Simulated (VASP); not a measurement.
An input for Ansatz (written as the equivalent of a VASP run, and not itself run):

Ansatz 0.2 input:
```yaml
crystal:
  lattice:
    - [0.0000000, 3.4179140, 3.4179140]
    - [3.4179140, 0.0000000, 3.4179140]
    - [3.4179140, 3.4179140, 0.0000000]
  atoms:
    - { symbol: Ca, position: [0.0000000, 0.0000000, 0.0000000] }
    - { symbol: Se, position: [0.2500000, 0.2500000, 0.2500000] }
kpoints:
  mp_grid: { grid: [6, 6, 6] }
hamiltonian:
  xc: pbe
  pseudopotentials: { kind: paw }
scf:
  occupations: { method: gaussian, width: 0.05 }
  max_iter: 100
relax:
  max_steps: 60
  f_tol: 0.01
  cell: {}
output: { forces: true, stress: true, eigenvalues: true }
```

Task: Write the VASP files for the same calculation (PBE).

Result: One answer among several that fit: 
INCAR:
```
SYSTEM=CaSe
PREC=Accurate; ENCUT=400; LREAL=.FALSE.
LASPH=.TRUE.
EDIFF=1E-6; NELM=100; ALGO=Normal
LMAXMIX=4
ISMEAR=0; SIGMA=0.05
GGA=PE
IBRION=2; NSW=60; ISIF=3
EDIFFG=-0.01
LWAVE=.FALSE.; LCHARG=.FALSE.
```

### POSCAR
```
CaSe
1
    0.0000000000     3.4179140000     3.4179140000
    3.4179140000     0.0000000000     3.4179140000
    3.4179140000     3.4179140000     0.0000000000
Ca Se
1 1
Direct
  0.0000000000   0.0000000000   0.0000000000
  0.2500000000   0.2500000000   0.2500000000
```

File KPOINTS:
```
Regular mesh
0
Gamma
  6 6 6
```

POTCAR, in this order: Ca_sv Se (PBE.64 set). Program: vasp_std.

Limits of the translation: each code has its own PAW files, so the cut-off isn't converted (ENCUT is set for VASP's; basis.ecutwfc is left out, and Ansatz then takes the one that its files recommend); Ansatz stops its SCF on the density residual and VASP on the energy change (EDIFF).

The structure was generated: CaSe was put into the zinc blende type (F-43m), which need not be its known phase. This run relaxes it. Symmetry was kept, so distortions that lower it aren't found.
